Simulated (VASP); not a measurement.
A convergence study with VASP on CdS (zinc blende): a few settings are varied, all else stays as given below, so the limit is that of these other settings. The cell's lengths are 1 % over those of the tabulated start and one atom is moved, so it is off equilibrium.

```yaml
crystal:
  lattice:
    - [0.00000, 2.93910, 2.93910]
    - [2.93910, 0.00000, 2.93910]
    - [2.93910, 2.93910, 0.00000]
  atoms:
    - { symbol: Cd, position: [0.00000, 0.00000, 0.00000] }
    - { symbol: S, position: [0.23969, 0.26031, 0.26031] }
```

All values below come from LDA (Ceperley-Alder, Perdew-Zunger), VASP's LDA PAW potentials (set 64) (plane waves; VASP). The last row used: ADDGRID = .TRUE., 500 eV cut-off, 9×9×9 Γ-centred mesh, Gaussian smearing of 0.050 eV, potentials Cd S.

Gaps are read on the run's mesh, which can miss a band edge.

```
setting                                         E (eV/atom)  pressure (GPa)  gap on the mesh (eV)  plane waves
----------------------------------------------  -----------  --------------  --------------------  -----------
ADDGRID = unset, ENCUT = 200, PREC = Low            -3.3213          -55.62                 0.821          335
ADDGRID = unset, ENCUT = 200, PREC = Normal         -3.3213          -55.73                 0.821          335
ADDGRID = .TRUE., ENCUT = 200, PREC = Normal        -3.3215          -55.70                 0.821          335
ADDGRID = unset, ENCUT = 200, PREC = Accurate       -3.3132          -55.79                 0.820          335
ADDGRID = .TRUE., ENCUT = 200, PREC = Accurate      -3.3132          -55.80                 0.820          335
ADDGRID = unset, ENCUT = 300, PREC = Low            -3.6827           -3.23                 0.821          612
ADDGRID = unset, ENCUT = 300, PREC = Normal         -3.6830           -3.31                 0.821          612
ADDGRID = .TRUE., ENCUT = 300, PREC = Normal        -3.6829           -3.31                 0.821          612
ADDGRID = unset, ENCUT = 300, PREC = Accurate       -3.6830           -3.32                 0.821          612
ADDGRID = .TRUE., ENCUT = 300, PREC = Accurate      -3.6830           -3.32                 0.821          612
ADDGRID = unset, ENCUT = 400, PREC = Low            -3.6840           -3.51                 0.825          944
ADDGRID = unset, ENCUT = 400, PREC = Normal         -3.6842           -3.58                 0.825          944
ADDGRID = .TRUE., ENCUT = 400, PREC = Normal        -3.6842           -3.59                 0.825          944
ADDGRID = unset, ENCUT = 400, PREC = Accurate       -3.6842           -3.59                 0.825          944
ADDGRID = .TRUE., ENCUT = 400, PREC = Accurate      -3.6842           -3.59                 0.825          944
ADDGRID = unset, ENCUT = 500, PREC = Low            -3.6851           -3.11                 0.827         1311
ADDGRID = unset, ENCUT = 500, PREC = Normal         -3.6854           -3.20                 0.827         1311
ADDGRID = .TRUE., ENCUT = 500, PREC = Normal        -3.6854           -3.20                 0.827         1311
ADDGRID = unset, ENCUT = 500, PREC = Accurate       -3.6854           -3.20                 0.827         1311
ADDGRID = .TRUE., ENCUT = 500, PREC = Accurate      -3.6854           -3.20                 0.827         1311
```

Left out are rungs that failed or repeat a setting and relaxations that didn't move; long series are thinned to 24 rows.

The compound is CdS in the zinc blende structure, a metastable form; wurtzite is the usual one. The cell was not relaxed at this level, it is distorted from the ideal structure.
